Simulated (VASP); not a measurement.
Consider the following.

```
CELL_PARAMETERS angstrom
      0.00000     2.85062     2.76759
      2.76759     0.00000     2.76759
      2.76759     2.85062     0.00000
ATOMIC_POSITIONS crystal
  Ag 0.00000 0.00000 0.00000
  Cl 0.50000 0.50000 0.50000
```

All values below come from r2SCAN meta-GGA, VASP's PBE PAW potentials (set 64) (plane waves; VASP). Run with 480 eV cut-off, 8×8×8 Γ-centred mesh, Gaussian smearing of 0.050 eV, potentials Ag Cl.

**Question.** Give the stress tensor in GPa (positive for a compressed cell).

**Answer.** 
```
-0.94   0.00   0.00
 0.00  -1.58   0.00
 0.00   0.00  -0.94
```
The pressure is its mean diagonal, -1.15 GPa.

The compound is AgCl in the rock salt structure. This cell was strained or had an atom moved on purpose.
